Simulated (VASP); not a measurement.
Shape and ions are relaxed at each volume.

Energy against volume of ZnF₂ (rutile). Computed with AM05 GGA, VASP's PBE PAW potentials (set 64) (plane waves; VASP).

```json
[
 {"V (Å³/atom)": "11.084", "E (eV/atom)": "-3.93422"},
 {"V (Å³/atom)": "11.438", "E (eV/atom)": "-3.94723"},
 {"V (Å³/atom)": "11.791", "E (eV/atom)": "-3.95189"},
 {"V (Å³/atom)": "12.145", "E (eV/atom)": "-3.94966"},
 {"V (Å³/atom)": "12.499", "E (eV/atom)": "-3.94190"}
]
```

Fit a third-order Birch-Murnaghan equation of state.

```
Quantity                                         Value
---------------------------------------  -------------
volume per atom                          11.84 Å³/atom
bulk modulus                                   100 GPa
pressure derivative of the bulk modulus           5.84
```

The compound is ZnF2 in the rutile structure. It was relaxed first.
